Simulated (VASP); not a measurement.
All values below come from MS2 meta-GGA, VASP's PBE PAW potentials (set 64) (plane waves; VASP).

VASP ran on this input.

INCAR:
```
LREAL=.False.
SYSTEM=KZnF3
METAGGA=MS2
LASPH=.True.   # aspherical one-centre terms
ISMEAR=0   # Gaussian
ISIF=2   # forces and stress, cell fixed
LWAVE=.False.
ENCUT=520   # plane-wave cut-off (eV)
LMIXTAU=.True.
EDIFF=1E-7   # SCF stop (eV)
NELM=100   # most electronic steps
LMAXMIX=4   # l cut-off of mixed one-centre charges
ALGO=Normal   # blocked Davidson
LCHARG=.False.
PREC=Accurate
SIGMA=0.05   # width (eV)
```

POSCAR:
```
KZnF3
1.0
  4.0139982860   0.0000000000   0.0000000000
  0.0000000000   4.0139982860   0.0000000000
  0.0000000000   0.0000000000   4.0139982860
K Zn F
1 1 3
Cartesian
  0.0000000000   0.0000000000   0.0000000000
  2.0069991430   2.0069991430   2.0069991430
  2.0069991430   0.0000000000   2.0069991430
  0.0000000000   2.0069991430   2.0069991430
  2.0069991430   2.0069991430   0.0000000000
```

**KPOINTS**
```
kpoints
0
gamma
6 6 6
0 0 0
```

POTCAR, in this order: K_sv Zn F (PBE.64 set). Program: vasp_std.

The resulting files:

File OSZICAR:
```
       N       E                     dE             d eps       ncg     rms          rms(c)
DAV:   1     0.414169172381E+03    0.41417E+03   -0.21571E+04  1000   0.193E+03
DAV:   2    -0.147902552133E+02   -0.42896E+03   -0.42058E+03  1185   0.485E+02
DAV:   3    -0.516941351227E+02   -0.36904E+02   -0.36686E+02  1240   0.154E+02
DAV:   4    -0.526573080422E+02   -0.96317E+00   -0.95650E+00  1544   0.219E+01
DAV:   5    -0.526751417448E+02   -0.17834E-01   -0.17794E-01  1301   0.247E+00    0.112E+01
DAV:   6    -0.391055800147E+02    0.13570E+02   -0.18002E+01  1470   0.585E+01    0.852E+00
DAV:   7    -0.384252842151E+02    0.68030E+00   -0.15250E+01  1434   0.433E+01    0.698E+00
DAV:   8    -0.345420630118E+02    0.38832E+01   -0.79884E+00  1479   0.343E+01    0.397E+00
DAV:   9    -0.356845632585E+02   -0.11425E+01   -0.84880E-01  1099   0.127E+01    0.155E+00
DAV:  10    -0.348167752366E+02    0.86779E+00   -0.87578E-01  1117   0.145E+01    0.107E+00
DAV:  11    -0.347758511783E+02    0.40924E-01   -0.13656E-01  1034   0.374E+00    0.761E-01
DAV:  12    -0.348377438934E+02   -0.61893E-01   -0.10752E-01  1128   0.408E+00    0.506E-01
DAV:  13    -0.348326331331E+02    0.51108E-02   -0.11810E-02  1090   0.117E+00    0.321E-01
DAV:  14    -0.348360960013E+02   -0.34629E-02   -0.26400E-02  1399   0.221E+00    0.386E-01
DAV:  15    -0.348336930622E+02    0.24029E-02   -0.98273E-03  1442   0.128E+00    0.117E-01
DAV:  16    -0.348334325562E+02    0.26051E-03   -0.58011E-04  1324   0.306E-01    0.512E-02
DAV:  17    -0.348333436009E+02    0.88955E-04   -0.57379E-05  1455   0.127E-01    0.376E-02
DAV:  18    -0.348333270880E+02    0.16513E-04   -0.55262E-05  1071   0.127E-01    0.160E-02
DAV:  19    -0.348332991370E+02    0.27951E-04   -0.18624E-05  1126   0.547E-02    0.153E-02
DAV:  20    -0.348332996818E+02   -0.54483E-06   -0.46962E-06  1212   0.260E-02    0.849E-03
DAV:  21    -0.348332909823E+02    0.86996E-05   -0.19519E-06  1273   0.192E-02    0.409E-03
DAV:  22    -0.348332909743E+02    0.79281E-08   -0.12054E-07  1101   0.546E-03
   1 F= -.34833291E+02 E0= -.34833291E+02  d E =-.626301E-17
```

OUTCAR:
```
------------------------ aborting loop because EDIFF is reached ----------------------------------------
  FORCE on cell =-STRESS in cart. coord.  units (eV):
  Direction    XX          YY          ZZ          XY          YZ          ZX
  --------------------------------------------------------------------------------------
  Total        1.1489271      1.1489271      1.1489271      0.0000000      0.0000000      0.0000000
  in kB       28.4624005     28.4624005     28.4624005      0.0000000      0.0000000      0.0000000
  external PRESSURE =      28.4624005 kB  Pullay stress =       0.0000000 kB
  volume of cell :       64.67
      direct lattice vectors                 reciprocal lattice vectors
     4.013998286  0.000000000  0.000000000     0.249128158  0.000000000  0.000000000
     0.000000000  4.013998286  0.000000000     0.000000000  0.249128158  0.000000000
     0.000000000  0.000000000  4.013998286     0.000000000  0.000000000  0.249128158
 POSITION                                       TOTAL-FORCE (eV/Angst)
 -----------------------------------------------------------------------------------
      0.00000      0.00000      0.00000         0.000000      0.000000      0.000000
      2.00700      2.00700      2.00700         0.000000      0.000000      0.000000
      2.00700      0.00000      2.00700         0.000000      0.000000      0.000000
      0.00000      2.00700      2.00700         0.000000      0.000000      0.000000
      2.00700      2.00700      0.00000         0.000000      0.000000      0.000000
 -----------------------------------------------------------------------------------
    total drift:                                0.000000      0.000000     -0.000000
  FREE ENERGIE OF THE ION-ELECTRON SYSTEM (eV)
  ---------------------------------------------------
  free  energy   TOTEN  =       -34.8332909743 eV

  energy  without entropy=      -34.8332909743  energy(sigma->0) =      -34.83329097
```
(Selected blocks of OUTCAR.)

The compound is KZnF3 in the cubic perovskite structure. This cell is one point of a volume scan, at 0.97 of the reference volume.
